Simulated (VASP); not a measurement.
A convergence study with VASP on ZrN (rock salt): one setting is varied, all else stays as given below, so the limit is that of these other settings.

```yaml
crystal:
  lattice:
    - [0.00000, 2.29000, 2.29000]
    - [2.29000, 0.00000, 2.29000]
    - [2.29000, 2.29000, 0.00000]
  atoms:
    - { symbol: Zr, position: [0.00000, 0.00000, 0.00000] }
    - { symbol: N, position: [0.50000, 0.50000, 0.50000] }
```

Calculation: PBEsol GGA, VASP's PBE PAW potentials (set 64) (plane waves; VASP). The tightest run used: 700 eV cut-off, 19×19×19 Monkhorst-Pack mesh, first-order Methfessel-Paxton smearing of 0.10 eV, potentials Zr_sv N.

| setting | E (eV/atom) | pressure (GPa) | irreducible k-points |
|---|---|---|---|
| 2×2×2 mesh | -10.6722 | -2.71 | 2 |
| 3×3×3 mesh | -10.6763 | -2.25 | 4 |
| 4×4×4 mesh | -10.7440 | -3.84 | 10 |

**Question.** These are the cheaper rows. Estimate the results at 19×19×19 mesh, and how far the last row shown lies from them.

**Answer.** 
```
quantity        tightest run  last row shown is off by
--------------  ------------  ------------------------
E (eV/atom)         -10.7772                    0.0332
pressure (GPa)         -4.46                      0.62
```

Left out are rungs that failed or repeat a setting and relaxations that didn't move; long series are thinned to 24 rows.

The compound is ZrN in the rock salt structure. The cell was not relaxed at this level. The electron count is odd and the run is not spin-polarised, which forces a metal.
